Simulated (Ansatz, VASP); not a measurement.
# Cross-check of SiGe between VASP and Ansatz

One calculation is typed for both programs; each brings its own data sets. How far apart do they land? The cell is generated by rule, not measured, and may not be a known phase. The cell is taken from a series of runs on this material, whose earlier steps may have relaxed, scaled, displaced or heated it; both programs get it as it stands.

Calculated with Ansatz 0.2.0; plane waves, with VASP 6.6.1 beside it; zone-centre phonons at PBEsol.

The structure was built from a prototype and need not be the compound's stable phase.

### 1. Set-up

It takes space group P6_3/mmc (No. 194, hexagonal). Conventional cell: a = 3.561 Å, b = 3.561 Å, c = 6.407 Å, α = 90.00°, β = 90.00°, γ = 120.00°. Nearest to Ge lie 6 Si at 2.61 Å. Si has 6 Ge at 2.61 Å nearest. Farther neighbours are not listed.

Coordinates:

```xyz
4
Lattice="3.5609 0.0000 0.0000 -1.7805 3.0839 0.0000 0.0000 0.0000 6.4075" Properties=species:S:1:pos:R:3 pbc="T T T"
Ge    0.0000    0.0000    0.0000
Ge    0.0000    0.0000    3.2037
Si    0.0000    2.0559    1.6019
Si    1.7805    1.0280    4.8056
```

### 2. VASP: zone-centre phonons, PBEsol

Second derivatives magnify differences that forces hide, and they need a tight electronic threshold.

Lines of VASP's logs that name or quote its potential files are left out, and so is its time.

Input file INCAR:

```
SYSTEM = SiGe
PREC = Accurate
ENCUT = 500
EDIFF = 1E-08
NELM = 120
ISMEAR = 1
SIGMA = 0.15
LREAL = .FALSE.
ALGO = Normal
GGA = PS
NBANDS = 24
LORBIT = 11
LWAVE = .FALSE.
LCHARG = .FALSE.
ISIF = 2
IBRION = 8
LASPH = .TRUE.
GGA_COMPAT = .FALSE.
KPAR = 2
```

Input file POSCAR:

```
SiGe
1.0
    3.5609407289      0.0000030216      0.0000000000
   -1.7804729812      3.0838636218      0.0000000000
    0.0000000000      0.0000000000      6.4074540934
Ge Si
2 2
Direct
    0.0000000000      0.0000000000      0.0000000000
    0.0000000000      0.0000000000      0.5000000000
    0.3333333333      0.6666666667      0.2500000000
    0.6666666667      0.3333333333      0.7500000000
```

Input file KPOINTS:

```
Automatic mesh
0
Gamma
12 12 6
0 0 0
```

PAW data sets: Ge_d and Si (PBE family, release 64).

Run with:

```bash
$ mpirun -np 2 vasp_std
```

Numbers of over 12 decimals in the logs are rounded to 6 here.

The program printed:

```text
[banner, memory and clock lines left out]
running    2 mpi-ranks, on    1 nodes
 distrk:  each k-point on    1 cores,    2 groups
 distr:  one band on    1 cores,    1 groups

 POSCAR found type information on POSCAR GeSi
 POSCAR found :  2 types and       4 ions
|                                                                             |
|               ----> ADVICE to this user running VASP <----                  |
|                                                                             |
|     You enforced a specific xc type in the INCAR file but a different       |
|     [... a line on the potential file left out ...]
|     I HOPE YOU KNOW WHAT YOU ARE DOING!                                     |
|                                                                             |

 LDA part: xc-table for (Slater+PW92), standard interpolation
 POSCAR, INCAR and KPOINTS ok, starting setup
 FFT: planning ... GRIDC
 FFT: planning ... GRID_SOFT
 FFT: planning ... GRID
 WAVECAR not read
 entering main loop
       N       E                     dE             d eps       ncg     rms          rms(c)
DAV:   1     0.243864763890E+03    0.24386E+03   -0.17546E+04  4224   0.334E+03
DAV:   2     0.169565902014E+02   -0.22691E+03   -0.22053E+03  3712   0.674E+02
DAV:   3    -0.189188817704E+02   -0.35875E+02   -0.35538E+02  4496   0.151E+02
DAV:   4    -0.201547604897E+02   -0.12359E+01   -0.12345E+01  4232   0.314E+01
DAV:   5    -0.201823369441E+02   -0.27576E-01   -0.27574E-01  4656   0.525E+00    0.426E+00
DAV:   6    -0.201176403271E+02    0.64697E-01   -0.48470E-02  5080   0.335E+00    0.238E+00
DAV:   7    -0.200864835495E+02    0.31157E-01   -0.35487E-02  5160   0.240E+00    0.185E-01
DAV:   8    -0.200859316570E+02    0.55189E-03   -0.41412E-03  4752   0.102E+00    0.880E-02
DAV:   9    -0.200859304676E+02    0.11894E-05   -0.18826E-04  5192   0.114E-01    0.188E-02
DAV:  10    -0.200859285592E+02    0.19084E-05   -0.14245E-05  4576   0.383E-02    0.111E-02
DAV:  11    -0.200859284979E+02    0.61355E-07   -0.18574E-06  4840   0.165E-02    0.144E-03
DAV:  12    -0.200859284179E+02    0.79925E-07   -0.24188E-07  5040   0.681E-03    0.639E-04
DAV:  13    -0.200859283798E+02    0.38088E-07   -0.23672E-08  3248   0.219E-03    0.576E-05
DAV:  14    -0.200859283741E+02    0.57862E-08   -0.39820E-09  2520   0.989E-04
   1 F= -.20085928E+02 E0= -.20085232E+02  d E =-.208947E-02
 Linear response reoptimize wavefunctions to high precision
DAV:   1    -0.200859283724E+02    0.16826E-08   -0.11065E-09  2504   0.419E-04
DAV:   2    -0.200859283724E+02   -0.73669E-10   -0.30076E-10  2432   0.201E-04
 Linear response DOF=           4
 Linear response progress:
  Degree of freedom:   1/  4
       N       E                     dE             d eps       ncg     rms          rms(c)
RMM:   1    -0.184931043129E+00   -0.18493E+00    0.75182E+00 14099   0.491E+01
RMM:   2    -0.192347239445E+00   -0.74162E-02   -0.11234E-02 20887   0.722E-01    0.697E-02
RMM:   3    -0.192433483763E+00   -0.86244E-04   -0.27660E-04 20220   0.142E-01    0.399E-02
RMM:   4    -0.192527630397E+00   -0.94147E-04   -0.82731E-05 22044   0.583E-02    0.489E-03
RMM:   5    -0.192502192806E+00    0.25438E-04   -0.39844E-06 21219   0.128E-02    0.181E-03
RMM:   6    -0.192496370982E+00    0.58218E-05   -0.76776E-07 22579   0.478E-03    0.654E-04
RMM:   7    -0.192494122334E+00    0.22486E-05    0.57639E-07 21256   0.152E-03    0.845E-05
RMM:   8    -0.192493552830E+00    0.56950E-06    0.19702E-07 22693   0.604E-04    0.429E-05
RMM:   9    -0.192493422187E+00    0.13064E-06   -0.48475E-08 23154   0.264E-04    0.119E-05
RMM:  10    -0.192493412598E+00    0.95889E-08   -0.19186E-07 23171   0.136E-04    0.680E-06
RMM:  11    -0.192493420914E+00   -0.83161E-08   -0.96815E-08 23074   0.856E-05    0.188E-06
 first order change of Fermi-energy  -0.11753E-06
 force on displaced ion       1 direction 1 :  -2.574  -0.000   0.000
 Linear response progress:
  Degree of freedom:   2/  4
       N       E                     dE             d eps       ncg     rms          rms(c)
RMM:   1    -0.200967019621E+00   -0.20097E+00    0.68851E+00  5841   0.467E+01
RMM:   2    -0.208247116821E+00   -0.72801E-02   -0.13033E-02  8703   0.749E-01    0.960E-02
RMM:   3    -0.208352944745E+00   -0.10583E-03   -0.13600E-03  8351   0.177E-01    0.442E-02
RMM:   4    -0.208292102134E+00    0.60843E-04   -0.25801E-04  8922   0.549E-02    0.270E-02
RMM:   5    -0.208280212198E+00    0.11890E-04   -0.10080E-04  9145   0.225E-02    0.447E-03
RMM:   6    -0.208275397859E+00    0.48143E-05   -0.64711E-05  9090   0.719E-03    0.111E-03
RMM:   7    -0.208271381590E+00    0.40163E-05   -0.42603E-05  9278   0.239E-03    0.600E-04
RMM:   8    -0.208267980070E+00    0.34015E-05   -0.72380E-06  8721   0.957E-04    0.697E-05
RMM:   9    -0.208267115079E+00    0.86499E-06    0.37371E-07  9395   0.429E-04    0.486E-05
RMM:  10    -0.208266892590E+00    0.22249E-06   -0.84391E-07  9423   0.237E-04    0.104E-05
RMM:  11    -0.208266943134E+00   -0.50544E-07   -0.81784E-07  9395   0.136E-04    0.113E-05
RMM:  12    -0.208266957266E+00   -0.14132E-07   -0.29965E-08  9407   0.920E-05    0.115E-05
RMM:  13    -0.208266940212E+00    0.17054E-07   -0.52735E-07  8999   0.696E-05    0.169E-05
RMM:  14    -0.208267021761E+00   -0.81549E-07   -0.65446E-08  9396   0.594E-05    0.155E-06
RMM:  15    -0.208267022034E+00   -0.27261E-09   -0.28129E-08  8480   0.492E-05    0.854E-07
 first order change of Fermi-energy   0.58347E-05
 force on displaced ion       1 direction 3 :   0.000   0.000  -4.012
 Linear response progress:
  Degree of freedom:   3/  4
       N       E                     dE             d eps       ncg     rms          rms(c)
RMM:   1    -0.172547080751E-01   -0.17255E-01    0.23576E-03 26021   0.742E-01
RMM:   2    -0.155054347830E-01    0.17493E-02   -0.17080E-03 22833   0.225E-01    0.623E-02
RMM:   3    -0.155875676616E-01   -0.82133E-04   -0.13702E-04 23691   0.647E-02    0.351E-02
RMM:   4    -0.157149089407E-01   -0.12734E-03   -0.79454E-05 24651   0.404E-02    0.599E-03
RMM:   5    -0.156930926617E-01    0.21816E-04   -0.28582E-06 26349   0.108E-02    0.870E-04
RMM:   6    -0.156949298874E-01   -0.18372E-05   -0.12252E-06 26770   0.189E-03    0.514E-04
RMM:   7    -0.156947944310E-01    0.13546E-06   -0.37219E-07 26763   0.511E-04    0.518E-05
RMM:   8    -0.156950723921E-01   -0.27796E-06    0.10430E-07 26866   0.146E-04    0.212E-05
RMM:   9    -0.156950437380E-01    0.28654E-07   -0.24583E-08 27294   0.500E-05    0.581E-06
RMM:  10    -0.156950189649E-01    0.24773E-07    0.62288E-09 27354   0.253E-05    0.132E-06
RMM:  11    -0.156950167270E-01    0.22379E-08   -0.86222E-09 25189   0.180E-05    0.461E-07
 first order change of Fermi-energy  -0.19688E-04
 force on displaced ion       3 direction 1 :  -3.671   0.003   0.000
 Linear response progress:
  Degree of freedom:   4/  4
       N       E                     dE             d eps       ncg     rms          rms(c)
RMM:   1    -0.308232533262E-01   -0.30823E-01    0.26497E-02  7819   0.215E+00
RMM:   2    -0.261702041084E-01    0.46530E-02   -0.10145E-02  7685   0.120E+00    0.805E-02
RMM:   3    -0.246642022004E-01    0.15060E-02    0.13030E-02  7726   0.526E-01    0.376E-02
RMM:   4    -0.260674308372E-01   -0.14032E-02    0.42173E-04  7910   0.122E-01    0.222E-02
RMM:   5    -0.261588489458E-01   -0.91418E-04    0.17132E-05  8306   0.564E-02    0.418E-03
RMM:   6    -0.261551880269E-01    0.36609E-05    0.93332E-05  8208   0.188E-02    0.204E-03
RMM:   7    -0.261585988108E-01   -0.34108E-05    0.40361E-05  8063   0.858E-03    0.447E-04
RMM:   8    -0.261629232424E-01   -0.43244E-05    0.22892E-05  8098   0.361E-03    0.186E-04
RMM:   9    -0.261643208433E-01   -0.13976E-05    0.11560E-05  8140   0.173E-03    0.530E-05
RMM:  10    -0.261648650210E-01   -0.54418E-06    0.59097E-06  9041   0.840E-04    0.432E-05
RMM:  11    -0.261651774273E-01   -0.31241E-06    0.20163E-06  8495   0.366E-04    0.165E-05
RMM:  12    -0.261653249662E-01   -0.14754E-06    0.79163E-07  8414   0.139E-04    0.568E-06
RMM:  13    -0.261653603562E-01   -0.35390E-07    0.29505E-07  8685   0.787E-05    0.306E-06
RMM:  14    -0.261653755268E-01   -0.15171E-07    0.14366E-07  8454   0.368E-05    0.952E-07
RMM:  15    -0.261653849335E-01   -0.94067E-08    0.46054E-08  8052   0.250E-05    0.337E-07
 first order change of Fermi-energy  -0.21304E-04
 force on displaced ion       3 direction 3 :  -0.000  -0.000  -4.104
 Linear response finished
```

From OUTCAR (step 2):

```text
ion  position               nearest neighbor table
   1  0.000  0.000  0.000-   3 2.61   4 2.61   3 2.61   4 2.61   4 2.61   3 2.61
   2  0.000  0.000  0.500-   3 2.61   4 2.61   3 2.61   4 2.61   4 2.61   3 2.61
   3  0.333  0.667  0.250-   1 2.61   2 2.61   1 2.61   2 2.61   1 2.61   2 2.61
   4  0.667  0.333  0.750-   1 2.61   2 2.61   1 2.61   2 2.61   1 2.61   2 2.61

  LATTYP: Found a hexagonal cell.
 ALAT       =     3.5609407289
 C/A-ratio  =     1.7993711722

 Subroutine GETGRP returns: Found 24 space group operations
 (whereof 12 operations were pure point group operations)

The static configuration has the point symmetry D_3d.
 The point group associated with its full space group is D_6h.

 Found     76 irreducible k-points:

   k-points           NKPTS =     76   k-points in BZ     NKDIM =     76   number of bands    NBANDS=     24

   dimension x,y,z NGX =    28 NGY =   28 NGZ =   48
   dimension x,y,z NGXF=    56 NGYF=   56 NGZF=   96

   ENCUT  =  500.0 eV  36.75 Ry    6.06 a.u.   6.49  6.49 11.68*2*pi/ulx,y,z

   NELECT =      36.0000    total number of electrons

 k-points in reciprocal lattice and weights: Automatic mesh
   0.00000000  0.00000000  0.00000000       0.001
   0.08333333 -0.00000000  0.00000000       0.007
   0.16666667 -0.00000000  0.00000000       0.007
   0.25000000 -0.00000000  0.00000000       0.007
   0.33333333  0.00000000  0.00000000       0.007
   0.41666667 -0.00000000  0.00000000       0.007
   0.50000000 -0.00000000  0.00000000       0.003
   0.08333333  0.08333333  0.00000000       0.007
   0.16666667  0.08333333  0.00000000       0.014
[...]
0.33333333  0.25000000  0.50000000       0.014
   0.33333333  0.33333333  0.50000000       0.002

 average (electrostatic) potential at core
       1 -71.5684       2 -71.5684       3 -82.1728       4 -82.1728

  Total        0.0028929      0.0028929      0.0113319      0.0000000      0.0000000     -0.0000000
  in kB        0.0658712      0.0658712      0.2580283      0.0000000      0.0000000     -0.0000000
  external PRESSURE =       0.1299235 kB  Pullay stress =       0.0000000 kB

  energy-cutoff  :      500.00
  volume of cell :       70.36
      direct lattice vectors                 reciprocal lattice vectors
     3.560940729  0.000003022  0.000000000     0.280824531  0.162134436  0.000000000
    -1.780472981  3.083863622  0.000000000    -0.000000275  0.324268396  0.000000000
     0.000000000  0.000000000  6.407454093     0.000000000  0.000000000  0.156068227

 POSITION                                       TOTAL-FORCE (eV/Angst)
 -----------------------------------------------------------------------------------
      0.00000      0.00000      0.00000         0.000000      0.000000     -0.000000
      0.00000      0.00000      3.20373         0.000000      0.000000     -0.000000
     -0.00000      2.05591      1.60186         0.000000     -0.000000      0.000000
      1.78047      1.02796      4.80559        -0.000000      0.000000     -0.000000
 -----------------------------------------------------------------------------------
    total drift:                               -0.000000      0.000000      0.000000

 Eigenvectors and eigenvalues of the dynamical matrix
 ----------------------------------------------------

   1 f  =    6.907652 THz    43.402055 2PiTHz  230.414456 cm-1    28.567739 meV
             X         Y         Z           dx          dy          dz
      0.000000  0.000000  0.000000     0.000000    0.000000   -0.000000
      0.000000  0.000000  3.203727     0.000000    0.000000   -0.000000
     -0.000002  2.055910  1.601864    -0.000000   -0.000000   -0.707107
      1.780469  1.027957  4.805591    -0.000000   -0.000000    0.707107

   2 f  =    6.383152 THz    40.106530 2PiTHz  212.919047 cm-1    26.398586 meV
             X         Y         Z           dx          dy          dz
      0.000000  0.000000  0.000000     0.256150    0.271838    0.000000
      0.000000  0.000000  3.203727     0.256150    0.271838    0.000000
     -0.000002  2.055910  1.601864    -0.411758   -0.436975   -0.000000
      1.780469  1.027957  4.805591    -0.411758   -0.436975   -0.000000

   3 f  =    6.383152 THz    40.106530 2PiTHz  212.919047 cm-1    26.398586 meV
             X         Y         Z           dx          dy          dz
      0.000000  0.000000  0.000000    -0.271838    0.256150   -0.000000
      0.000000  0.000000  3.203727    -0.271838    0.256150   -0.000000
     -0.000002  2.055910  1.601864     0.436975   -0.411758    0.000000
      1.780469  1.027957  4.805591     0.436975   -0.411758    0.000000

   4 f  =    5.875044 THz    36.913992 2PiTHz  195.970383 cm-1    24.297220 meV
             X         Y         Z           dx          dy          dz
      0.000000  0.000000  0.000000    -0.000000   -0.000000   -0.000000
      0.000000  0.000000  3.203727    -0.000000   -0.000000   -0.000000
     -0.000002  2.055910  1.601864    -0.484921   -0.514638    0.000000
      1.780469  1.027957  4.805591     0.484921    0.514638    0.000000

   5 f  =    5.875044 THz    36.913992 2PiTHz  195.970383 cm-1    24.297220 meV
             X         Y         Z           dx          dy          dz
      0.000000  0.000000  0.000000    -0.000000    0.000000   -0.000000
      0.000000  0.000000  3.203727    -0.000000    0.000000   -0.000000
     -0.000002  2.055910  1.601864    -0.514638    0.484921    0.000000
      1.780469  1.027957  4.805591     0.514638   -0.484921    0.000000

   6 f  =    5.735181 THz    36.035206 2PiTHz  191.305053 cm-1    23.718793 meV
             X         Y         Z           dx          dy          dz
      0.000000  0.000000  0.000000    -0.000000   -0.000000    0.373613
      0.000000  0.000000  3.203727    -0.000000   -0.000000    0.373613
     -0.000002  2.055910  1.601864    -0.000000   -0.000000   -0.600344
      1.780469  1.027957  4.805591     0.000000    0.000000   -0.600344

   7 f  =    4.222025 THz    26.527763 2PiTHz  140.831582 cm-1    17.460883 meV
             X         Y         Z           dx          dy          dz
      0.000000  0.000000  0.000000     0.000000    0.000000    0.707107
      0.000000  0.000000  3.203727     0.000000    0.000000   -0.707107
     -0.000002  2.055910  1.601864    -0.000000   -0.000000    0.000000
      1.780469  1.027957  4.805591     0.000000    0.000000    0.000000

   8 f  =    2.441048 THz    15.337560 2PiTHz   81.424611 cm-1    10.095361 meV
             X         Y         Z           dx          dy          dz
      0.000000  0.000000  0.000000    -0.484971   -0.514590    0.000000
      0.000000  0.000000  3.203727     0.484971    0.514590   -0.000000
     -0.000002  2.055910  1.601864     0.000000   -0.000000   -0.000000
      1.780469  1.027957  4.805591     0.000000   -0.000000    0.000000

   9 f  =    2.441048 THz    15.337560 2PiTHz   81.424611 cm-1    10.095361 meV
             X         Y         Z           dx          dy          dz
      0.000000  0.000000  0.000000    -0.514590    0.484971    0.000000
      0.000000  0.000000  3.203727     0.514590   -0.484971   -0.000000
     -0.000002  2.055910  1.601864     0.000000   -0.000000    0.000000
      1.780469  1.027957  4.805591     0.000000   -0.000000   -0.000000

  10 f/i=    0.000750 THz     0.004713 2PiTHz    0.025022 cm-1     0.003102 meV
             X         Y         Z           dx          dy          dz
      0.000000  0.000000  0.000000     0.201734    0.565504   -0.000000
      0.000000  0.000000  3.203727     0.201734    0.565504   -0.000000
     -0.000002  2.055910  1.601864     0.125497    0.351794   -0.000000
      1.780469  1.027957  4.805591     0.125497    0.351794   -0.000000

  11 f/i=    0.000750 THz     0.004713 2PiTHz    0.025022 cm-1     0.003102 meV
             X         Y         Z           dx          dy          dz
      0.000000  0.000000  0.000000     0.565504   -0.201734   -0.000000
      0.000000  0.000000  3.203727     0.565504   -0.201734   -0.000000
     -0.000002  2.055910  1.601864     0.351794   -0.125497   -0.000000
      1.780469  1.027957  4.805591     0.351794   -0.125497   -0.000000

  12 f/i=    0.001674 THz     0.010521 2PiTHz    0.055852 cm-1     0.006925 meV
             X         Y         Z           dx          dy          dz
      0.000000  0.000000  0.000000    -0.000000   -0.000000   -0.600344
      0.000000  0.000000  3.203727    -0.000000   -0.000000   -0.600344
     -0.000002  2.055910  1.601864    -0.000000   -0.000000   -0.373613
      1.780469  1.027957  4.805591    -0.000000   -0.000000   -0.373613

 ELASTIC MODULI CONTR FROM IONIC RELAXATION (kBar)
 Direction    XX          YY          ZZ          XY          YZ          ZX
 --------------------------------------------------------------------------------
 XX        -114.7577    114.7577      0.0000     -0.0000      0.0000      0.0000
 YY         114.7577   -114.7577     -0.0000     -0.0000     -0.0000     -0.0000
 ZZ           0.0000     -0.0000     -0.0000      0.0000     -0.0000     -0.0000
 XY          -0.0000     -0.0000      0.0000   -114.7577     -0.0000     -0.0000
 YZ           0.0000     -0.0000     -0.0000     -0.0000     -0.0000     -0.0000
 ZX           0.0000     -0.0000     -0.0000     -0.0000     -0.0000     -0.0000
 --------------------------------------------------------------------------------
```

(Part 1 of 2 ends here.)

[Lines on the potential files, build, host, timing and source positions are cut from VASP's logs without a mark.]

[Logs are printed without paths, hosts, clocks, repeated set-up lines and the standing remarks that a program may print on its own settings, such as how far it seeks lower states.]

[Hosts, paths, dates, database ids (printed as entryN), source tags and the programs' standing remarks are cut or masked in the printed files.]
